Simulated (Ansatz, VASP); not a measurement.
# TiB2: VASP beside Ansatz, part 2 of 2

Aim: how closely do two programs agree when they are given the same cell, functional and k mesh? The cell is taken from a series of runs on this material, whose earlier steps may have relaxed, scaled, displaced or heated it; both programs get it as it stands.

VASP 6.6.1 and Ansatz 0.2.0.

So far: The starting structure; Ansatz: zone-centre phonons, PBEsol.

## Step 3: VASP: zone-centre phonons, PBEsol

Level of this step: PBEsol; plane waves and PAW (B, Ti_sv) (VASP).

The same cell, functional, mesh and smearing now go to VASP, with its own data sets.

Lines of VASP's logs that name or quote its potential files are left out, and so is its time.

The input, INCAR:

```
SYSTEM = TiB2
PREC = Accurate
ENCUT = 500
EDIFF = 1E-08
NELM = 120
ISMEAR = 1
SIGMA = 0.2
LREAL = .FALSE.
ALGO = Normal
GGA = PS
NBANDS = 15
LASPH = .TRUE.
LORBIT = 11
LWAVE = .FALSE.
LCHARG = .FALSE.
ISIF = 2
IBRION = 8
GGA_COMPAT = .FALSE.
KPAR = 2
```

The input, POSCAR:

```
TiB2
1.0
    3.0131703116      0.0000000000      0.0000000000
   -1.5065851558      2.6094820358      0.0000000000
    0.0000000000      0.0000000000      3.2159482317
B Ti
2 1
Direct
    0.3333333333      0.6666666667      0.5000000000
    0.6666666667      0.3333333333      0.5000000000
    0.0000000000      0.0000000000      0.0000000000
```

The input, KPOINTS:

```
Automatic mesh
0
Gamma
15 15 16
0 0 0
```

Potentials, in the order of the species: B and Ti_sv (PBE family, release 64).

Started as:

```bash
$ mpirun -np 2 vasp_std
```

Numbers of over 12 decimals in the logs are rounded to 6 here.

The program printed:

```text
[banner, memory and clock lines left out]
running    2 mpi-ranks, on    1 nodes
 distrk:  each k-point on    1 cores,    2 groups
 distr:  one band on    1 cores,    1 groups

 POSCAR found type information on POSCAR B Ti
 POSCAR found :  2 types and       3 ions
|                                                                             |
|               ----> ADVICE to this user running VASP <----                  |
|                                                                             |
|     You enforced a specific xc type in the INCAR file but a different       |
|     [... a line on the potential file left out ...]
|     I HOPE YOU KNOW WHAT YOU ARE DOING!                                     |
|                                                                             |

 LDA part: xc-table for (Slater+PW92), standard interpolation
 POSCAR, INCAR and KPOINTS ok, starting setup
 FFT: planning ... GRIDC
 FFT: planning ... GRID_SOFT
 FFT: planning ... GRID
 WAVECAR not read
 entering main loop
       N       E                     dE             d eps       ncg     rms          rms(c)
DAV:   1     0.120538990521E+03    0.12054E+03   -0.89172E+03  7304   0.134E+03
DAV:   2    -0.232598866854E+02   -0.14380E+03   -0.13928E+03  7703   0.355E+02
DAV:   3    -0.306894273170E+02   -0.74295E+01   -0.73441E+01 10576   0.783E+01
DAV:   4    -0.308896248015E+02   -0.20020E+00   -0.20009E+00  8941   0.114E+01
DAV:   5    -0.308945239202E+02   -0.48991E-02   -0.48989E-02 10646   0.154E+00    0.173E+01
DAV:   6    -0.257804748739E+02    0.51140E+01   -0.21066E+01 10168   0.523E+01    0.385E+00
DAV:   7    -0.257888757926E+02   -0.84009E-02   -0.11679E+00  7717   0.123E+01    0.350E+00
DAV:   8    -0.257911808420E+02   -0.23050E-02   -0.89920E-02 12075   0.260E+00    0.714E-01
DAV:   9    -0.257890768759E+02    0.21040E-02   -0.32725E-02  9080   0.243E+00    0.208E-01
DAV:  10    -0.257887879186E+02    0.28896E-03   -0.33055E-03  9257   0.747E-01    0.988E-02
DAV:  11    -0.257887482941E+02    0.39624E-04   -0.20304E-04 10268   0.153E-01    0.558E-02
DAV:  12    -0.257887287008E+02    0.19593E-04   -0.73281E-05  8818   0.108E-01    0.145E-02
DAV:  13    -0.257887286723E+02    0.28456E-07   -0.45989E-06  9384   0.191E-02    0.244E-03
DAV:  14    -0.257887285114E+02    0.16092E-06   -0.61331E-07 10442   0.820E-03    0.682E-04
DAV:  15    -0.257887285616E+02   -0.50166E-07   -0.25469E-08  6988   0.203E-03    0.423E-04
DAV:  16    -0.257887285777E+02   -0.16109E-07   -0.33191E-09  4268   0.667E-04    0.886E-05
DAV:  17    -0.257887285772E+02    0.43610E-09   -0.39576E-10  4030   0.266E-04
   1 F= -.25788729E+02 E0= -.25788732E+02  d E =0.114822E-04
 Linear response reoptimize wavefunctions to high precision
DAV:   1    -0.257887285770E+02    0.27944E-09   -0.97349E-11  4709   0.994E-05
DAV:   2    -0.257887285769E+02    0.20464E-11   -0.15789E-11  3974   0.462E-05
 Linear response DOF=           4
 Linear response progress:
  Degree of freedom:   1/  4
       N       E                     dE             d eps       ncg     rms          rms(c)
RMM:   1    -0.501868416958E-01   -0.50187E-01   -0.26650E-02 70585   0.139E+00
RMM:   2    -0.447053373691E-01    0.54815E-02   -0.29493E-03 58731   0.367E-01    0.165E-01
RMM:   3    -0.445417975689E-01    0.16354E-03   -0.10985E-03 59478   0.186E-01    0.822E-02
RMM:   4    -0.451078668622E-01   -0.56607E-03   -0.77989E-04 59171   0.143E-01    0.898E-03
RMM:   5    -0.450975817366E-01    0.10285E-04   -0.14156E-04 71780   0.540E-02    0.331E-03
RMM:   6    -0.451211237592E-01   -0.23542E-04   -0.31990E-05 74858   0.229E-02    0.137E-03
RMM:   7    -0.451144240872E-01    0.66997E-05   -0.58621E-06 73009   0.950E-03    0.439E-04
RMM:   8    -0.451198723917E-01   -0.54483E-05   -0.13173E-06 74624   0.457E-03    0.220E-04
RMM:   9    -0.451181670850E-01    0.17053E-05   -0.31172E-07 74642   0.225E-03    0.772E-05
RMM:  10    -0.451186755610E-01   -0.50848E-06   -0.18654E-07 75406   0.113E-03    0.194E-05
RMM:  11    -0.451186978899E-01   -0.22329E-07   -0.11414E-07 77660   0.578E-04    0.150E-05
RMM:  12    -0.451187093792E-01   -0.11489E-07   -0.48836E-08 74990   0.317E-04    0.168E-05
RMM:  13    -0.451186591290E-01    0.50250E-07   -0.21055E-08 74400   0.177E-04    0.710E-06
RMM:  14    -0.451186589988E-01    0.13020E-09   -0.23271E-08 78238   0.999E-05    0.412E-06
 first order change of Fermi-energy   0.66574E-04
 force on displaced ion       1 direction 1 : -20.205  -0.002   0.000
 Linear response progress:
  Degree of freedom:   2/  4
       N       E                     dE             d eps       ncg     rms          rms(c)
RMM:   1    -0.463292719973E-01   -0.46329E-01    0.11713E-02 23506   0.174E+00
RMM:   2    -0.443840719409E-01    0.19452E-02   -0.24609E-03 21698   0.352E-01    0.125E-01
RMM:   3    -0.443264324974E-01    0.57639E-04   -0.10522E-03 22193   0.186E-01    0.608E-02
RMM:   4    -0.447494198579E-01   -0.42299E-03   -0.54760E-04 22709   0.128E-01    0.123E-02
RMM:   5    -0.447942118259E-01   -0.44792E-04   -0.11595E-04 25724   0.540E-02    0.360E-03
RMM:   6    -0.448221317074E-01   -0.27920E-04   -0.22635E-05 26664   0.240E-02    0.142E-03
RMM:   7    -0.448096016597E-01    0.12530E-04   -0.52332E-06 26125   0.110E-02    0.551E-04
RMM:   8    -0.448118960427E-01   -0.22944E-05   -0.14356E-06 26915   0.551E-03    0.184E-04
RMM:   9    -0.448121714480E-01   -0.27541E-06   -0.74532E-07 26850   0.263E-03    0.126E-04
RMM:  10    -0.448121798770E-01   -0.84290E-08   -0.43683E-07 26426   0.136E-03    0.687E-05
RMM:  11    -0.448125984460E-01   -0.41857E-06   -0.33082E-07 26478   0.692E-04    0.318E-05
RMM:  12    -0.448125680154E-01    0.30431E-07   -0.16232E-07 27563   0.371E-04    0.559E-06
RMM:  13    -0.448125595323E-01    0.84831E-08   -0.12822E-07 27514   0.194E-04    0.100E-05
RMM:  14    -0.448125492679E-01    0.10264E-07   -0.70561E-08 26451   0.113E-04    0.120E-05
RMM:  15    -0.448125483536E-01    0.91430E-09   -0.29269E-08 27594   0.592E-05    0.121E-05
 first order change of Fermi-energy  -0.26779E-03
 force on displaced ion       1 direction 3 :  -0.000  -0.000  -9.855
 Linear response progress:
  Degree of freedom:   3/  4
       N       E                     dE             d eps       ncg     rms          rms(c)
RMM:   1    -0.692059923038E+00   -0.69206E+00    0.51845E+00 17493   0.135E+02
RMM:   2    -0.654492300155E+00    0.37568E-01   -0.33204E-01 29049   0.514E+00    0.182E-01
RMM:   3    -0.652586399946E+00    0.19059E-02   -0.22340E-02 34245   0.124E+00    0.803E-02
RMM:   4    -0.652266729213E+00    0.31967E-03   -0.12688E-02 38354   0.562E-01    0.187E-02
RMM:   5    -0.653074903729E+00   -0.80817E-03   -0.11154E-03 39380   0.191E-01    0.997E-03
RMM:   6    -0.653391632704E+00   -0.31673E-03   -0.29131E-04 40618   0.835E-02    0.431E-03
RMM:   7    -0.653562494207E+00   -0.17086E-03   -0.72126E-05 39887   0.379E-02    0.120E-03
RMM:   8    -0.653610827614E+00   -0.48333E-04   -0.24023E-05 41341   0.171E-02    0.231E-04
RMM:   9    -0.653616908636E+00   -0.60810E-05   -0.15151E-05 42619   0.902E-03    0.152E-04
RMM:  10    -0.653620675815E+00   -0.37672E-05   -0.10936E-05 42246   0.486E-03    0.134E-04
RMM:  11    -0.653622377694E+00   -0.17019E-05   -0.90431E-06 43136   0.305E-03    0.149E-04
RMM:  12    -0.653608965338E+00    0.13412E-04   -0.62437E-06 38496   0.236E-03    0.565E-04
RMM:  13    -0.653628465892E+00   -0.19501E-04   -0.44824E-06 34887   0.200E-03    0.254E-05
RMM:  14    -0.653627858634E+00    0.60726E-06   -0.29820E-06 41127   0.128E-03    0.508E-05
RMM:  15    -0.653627952600E+00   -0.93966E-07   -0.23276E-06 42652   0.998E-04    0.563E-05
RMM:  16    -0.653629329481E+00   -0.13769E-05   -0.17525E-06 38318   0.845E-04    0.368E-05
RMM:  17    -0.653629339917E+00   -0.10437E-07   -0.13657E-06 42934   0.707E-04    0.426E-05
RMM:  18    -0.653630302791E+00   -0.96287E-06   -0.10856E-06 36313   0.631E-04    0.452E-05
RMM:  19    -0.653630189006E+00    0.11379E-06   -0.88067E-07 39182   0.545E-04    0.520E-05
RMM:  20    -0.653630070016E+00    0.11899E-06   -0.86001E-07 37191   0.484E-04    0.613E-05
RMM:  21    -0.653630051689E+00    0.18327E-07   -0.72931E-07 38602   0.433E-04    0.699E-05
RMM:  22    -0.653630038893E+00    0.12796E-07   -0.35640E-07 40716   0.383E-04    0.749E-05
RMM:  23    -0.653630025935E+00    0.12958E-07   -0.40077E-07 39059   0.344E-04    0.790E-05
RMM:  24    -0.653630106298E+00   -0.80363E-07   -0.32243E-07 34022   0.309E-04    0.814E-05
 first order change of Fermi-energy   0.38592E-03
 force on displaced ion       3 direction 1 : -14.868   0.000   0.000
 Linear response progress:
  Degree of freedom:   4/  4
       N       E                     dE             d eps       ncg     rms          rms(c)
RMM:   1    -0.804147608056E+00   -0.80415E+00   -0.28623E+00  7515   0.131E+02
RMM:   2    -0.754183065344E+00    0.49965E-01   -0.30988E-01 11955   0.474E+00    0.198E-01
RMM:   3    -0.753045333464E+00    0.11377E-02   -0.23261E-02 13913   0.118E+00    0.893E-02
RMM:   4    -0.753456597702E+00   -0.41126E-03   -0.16456E-02 15230   0.580E-01    0.257E-02
RMM:   5    -0.754352718145E+00   -0.89612E-03   -0.15398E-03 16226   0.193E-01    0.216E-02
RMM:   6    -0.755950639592E+00   -0.15979E-02   -0.27681E-04 13967   0.101E-01    0.160E-02
RMM:   7    -0.755345311151E+00    0.60533E-03   -0.85136E-05 14831   0.456E-02    0.128E-03
RMM:   8    -0.755387713893E+00   -0.42403E-04   -0.27136E-05 16603   0.207E-02    0.547E-04
RMM:   9    -0.755398860594E+00   -0.11147E-04   -0.14860E-05 17147   0.104E-02    0.235E-04
RMM:  10    -0.755399464714E+00   -0.60412E-06   -0.91780E-06 17219   0.580E-03    0.181E-04
RMM:  11    -0.755403297028E+00   -0.38323E-05   -0.92135E-06 16658   0.346E-03    0.988E-05
RMM:  12    -0.755404916722E+00   -0.16197E-05   -0.70874E-06 17152   0.238E-03    0.864E-05
RMM:  13    -0.755414090329E+00   -0.91736E-05   -0.60197E-06 15292   0.190E-03    0.147E-04
RMM:  14    -0.755408044890E+00    0.60454E-05   -0.55794E-06 15533   0.151E-03    0.361E-05
RMM:  15    -0.755409101186E+00   -0.10563E-05   -0.46598E-06 16265   0.114E-03    0.167E-05
RMM:  16    -0.755409174063E+00   -0.72877E-07   -0.39152E-06 17608   0.920E-04    0.231E-05
RMM:  17    -0.755409157780E+00    0.16283E-07   -0.33544E-06 16637   0.774E-04    0.306E-05
RMM:  18    -0.755409209414E+00   -0.51634E-07   -0.29864E-06 16406   0.660E-04    0.331E-05
RMM:  19    -0.755409167241E+00    0.42173E-07   -0.24971E-06 16045   0.575E-04    0.408E-05
RMM:  20    -0.755409210833E+00   -0.43592E-07   -0.21882E-06 16262   0.499E-04    0.428E-05
RMM:  21    -0.755409218940E+00   -0.81066E-08   -0.18835E-06 14663   0.439E-04    0.452E-05
RMM:  22    -0.755409152296E+00    0.66644E-07   -0.16362E-06 15197   0.388E-04    0.487E-05
 first order change of Fermi-energy   0.21127E-02
 force on displaced ion       3 direction 3 :   0.000  -0.000 -14.760
 Linear response finished
```

From OUTCAR (step 3):

```text
ion  position               nearest neighbor table
   1  0.333  0.667  0.500-   2 1.74   2 1.74   2 1.74   3 2.37   3 2.37   3 2.37   3 2.37   3 2.37
                             3 2.37
   2  0.667  0.333  0.500-   1 1.74   1 1.74   1 1.74   3 2.37   3 2.37   3 2.37   3 2.37   3 2.37
                             3 2.37
   3  0.000  0.000  0.000-   1 2.37   2 2.37   1 2.37   2 2.37   2 2.37   2 2.37   1 2.37   1 2.37
                             2 2.37   2 2.37   1 2.37   1 2.37

  LATTYP: Found a hexagonal cell.
 ALAT       =     3.0131703116
 C/A-ratio  =     1.0672971983

 Subroutine GETGRP returns: Found 24 space group operations
 (whereof 24 operations were pure point group operations)

The static configuration has the point symmetry D_6h.

 Found    243 irreducible k-points:

   k-points           NKPTS =    243   k-points in BZ     NKDIM =    243   number of bands    NBANDS=     15

   dimension x,y,z NGX =    24 NGY =   24 NGZ =   24
   dimension x,y,z NGXF=    48 NGYF=   48 NGZF=   48

   ENCUT  =  500.0 eV  36.75 Ry    6.06 a.u.   5.49  5.49  5.86*2*pi/ulx,y,z

   NELECT =      18.0000    total number of electrons

 k-points in reciprocal lattice and weights: Automatic mesh
   0.00000000  0.00000000  0.00000000       0.000
   0.06666667  0.00000000  0.00000000       0.002
   0.13333333  0.00000000  0.00000000       0.002
   0.20000000  0.00000000  0.00000000       0.002
   0.26666667  0.00000000  0.00000000       0.002
   0.33333333  0.00000000  0.00000000       0.002
   0.40000000  0.00000000  0.00000000       0.002
   0.46666667  0.00000000  0.00000000       0.002
   0.06666667  0.06666667  0.00000000       0.002
[...]
0.33333333  0.26666667  0.50000000       0.003
   0.33333333  0.33333333  0.50000000       0.001

 average (electrostatic) potential at core
       1 -22.2372       2 -22.2372       3 -70.5378

  Total        0.0664871      0.0664871     -0.6387270      0.0000000      0.0000000      0.0000000
  in kB        4.2127050      4.2127050    -40.4705239      0.0000000      0.0000000      0.0000000
  external PRESSURE =     -10.6817047 kB  Pullay stress =       0.0000000 kB

  energy-cutoff  :      500.00
  volume of cell :       25.29
      direct lattice vectors                 reciprocal lattice vectors
     3.013170312  0.000000000  0.000000000     0.331876362  0.191608907  0.000000000
    -1.506585156  2.609482036  0.000000000     0.000000000  0.383217813  0.000000000
     0.000000000  0.000000000  3.215948232     0.000000000  0.000000000  0.310950279

 POSITION                                       TOTAL-FORCE (eV/Angst)
 -----------------------------------------------------------------------------------
     -0.00000      1.73965      1.60797         0.000000      0.000000      0.000000
      1.50659      0.86983      1.60797        -0.000000     -0.000000     -0.000000
      0.00000      0.00000      0.00000         0.000000      0.000000     -0.000000
 -----------------------------------------------------------------------------------
    total drift:                               -0.000000      0.000000      0.000000

 Eigenvectors and eigenvalues of the dynamical matrix
 ----------------------------------------------------

   1 f  =   27.313128 THz   171.613446 2PiTHz  911.067890 cm-1   112.957971 meV
             X         Y         Z           dx          dy          dz
     -0.000000  1.739655  1.607974    -0.000000   -0.707107   -0.000000
      1.506585  0.869827  1.607974    -0.000000    0.707107    0.000000
      0.000000  0.000000  0.000000    -0.000000   -0.000000   -0.000000

   2 f  =   27.313128 THz   171.613446 2PiTHz  911.067890 cm-1   112.957971 meV
             X         Y         Z           dx          dy          dz
     -0.000000  1.739655  1.607974     0.707107   -0.000000   -0.000000
      1.506585  0.869827  1.607974    -0.707107    0.000000    0.000000
      0.000000  0.000000  0.000000    -0.000000    0.000000    0.000000

   3 f  =   16.705001 THz   104.960615 2PiTHz  557.218842 cm-1    69.086300 meV
             X         Y         Z           dx          dy          dz
     -0.000000  1.739655  1.607974    -0.000000   -0.000000   -0.707107
      1.506585  0.869827  1.607974    -0.000000   -0.000000    0.707107
      0.000000  0.000000  0.000000     0.000000    0.000000    0.000000

   4 f  =   15.602588 THz    98.033952 2PiTHz  520.446314 cm-1    64.527090 meV
             X         Y         Z           dx          dy          dz
     -0.000000  1.739655  1.607974    -0.000000    0.586620    0.000000
      1.506585  0.869827  1.607974    -0.000000    0.586620    0.000000
      0.000000  0.000000  0.000000     0.000000   -0.558349   -0.000000

   5 f  =   15.602588 THz    98.033952 2PiTHz  520.446314 cm-1    64.527090 meV
             X         Y         Z           dx          dy          dz
     -0.000000  1.739655  1.607974    -0.586620   -0.000000    0.000000
      1.506585  0.869827  1.607974    -0.586620   -0.000000   -0.000000
      0.000000  0.000000  0.000000     0.558349    0.000000    0.000000

   6 f  =   15.551304 THz    97.711723 2PiTHz  518.735653 cm-1    64.314995 meV
             X         Y         Z           dx          dy          dz
     -0.000000  1.739655  1.607974    -0.000000    0.000000   -0.586719
      1.506585  0.869827  1.607974    -0.000000    0.000000   -0.586719
      0.000000  0.000000  0.000000     0.000000   -0.000000    0.558142

   7 f/i=    0.007112 THz     0.044685 2PiTHz    0.237225 cm-1     0.029412 meV
             X         Y         Z           dx          dy          dz
     -0.000000  1.739655  1.607974     0.000000   -0.000000    0.394666
      1.506585  0.869827  1.607974     0.000000   -0.000000    0.394666
      0.000000  0.000000  0.000000     0.000000   -0.000000    0.829745

   8 f/i=    0.011036 THz     0.069344 2PiTHz    0.368137 cm-1     0.045643 meV
             X         Y         Z           dx          dy          dz
     -0.000000  1.739655  1.607974    -0.096719    0.382782    0.000000
      1.506585  0.869827  1.607974    -0.096719    0.382782    0.000000
      0.000000  0.000000  0.000000    -0.203233    0.804327    0.000000

   9 f/i=    0.011036 THz     0.069344 2PiTHz    0.368137 cm-1     0.045643 meV
             X         Y         Z           dx          dy          dz
     -0.000000  1.739655  1.607974    -0.382782   -0.096719   -0.000000
      1.506585  0.869827  1.607974    -0.382782   -0.096719   -0.000000
      0.000000  0.000000  0.000000    -0.804327   -0.203233   -0.000000

 ELASTIC MODULI CONTR FROM IONIC RELAXATION (kBar)
 Direction    XX          YY          ZZ          XY          YZ          ZX
 --------------------------------------------------------------------------------
 XX         -65.4213     65.4213      0.0000     -0.0000     -0.0000      0.0000
 YY          65.4213    -65.4213      0.0000      0.0000      0.0000      0.0000
 ZZ           0.0000      0.0000      0.0000      0.0000      0.0000      0.0000
 XY          -0.0000      0.0000      0.0000    -65.4213     -0.0000      0.0000
 YZ          -0.0000      0.0000      0.0000     -0.0000     -0.0000      0.0000
 ZX           0.0000      0.0000      0.0000      0.0000      0.0000      0.0000
 --------------------------------------------------------------------------------
```

## Step 4: Side by side

Known differences besides the potentials themselves: the cutoff is 420 eV in Ansatz and 500 eV in VASP; Ansatz makes its cores anew for this functional, VASP keeps those of its PBE data sets. Total energies have different zeros and are not compared.

Compared:

```
                  quantity  Ansatz   VASP  difference
     optical mode 1 (cm⁻¹)   517.5  518.7     -0.24 %
optical mode 2 to 3 (cm⁻¹)   520.3  520.4     -0.03 %
     optical mode 4 (cm⁻¹)   556.2  557.2     -0.17 %
optical mode 5 to 6 (cm⁻¹)   907.1  911.1     -0.44 %
```

Modes are paired by rising frequency, not by their patterns, so a pair may set unlike modes beside each other; they are those without the splitting of longitudinal modes.

## Step 5: Summary of results

| Quantity | Value |
| --- | --- |
| r.m.s. difference of the optical zone-centre modes, each program's sorted by frequency (zone-centre phonons, PBEsol) | 2.4 cm⁻¹ |

What this shows: The r.m.s. difference of the optical zone-centre modes, each program's sorted by frequency is 2.4 cm⁻¹ (zone-centre phonons, PBEsol). Such differences can come from data sets, numerical settings and the points named under the comparisons, not from the functional's error against experiment.

[Lines on the potential files, build, host, timing and source positions are cut from VASP's logs without a mark.]

[Logs are printed without paths, hosts, clocks, repeated set-up lines and the standing remarks that a program may print on its own settings, such as how far it seeks lower states.]

[Hosts, paths, dates, database ids (printed as entryN), source tags and the programs' standing remarks are cut or masked in the printed files.]
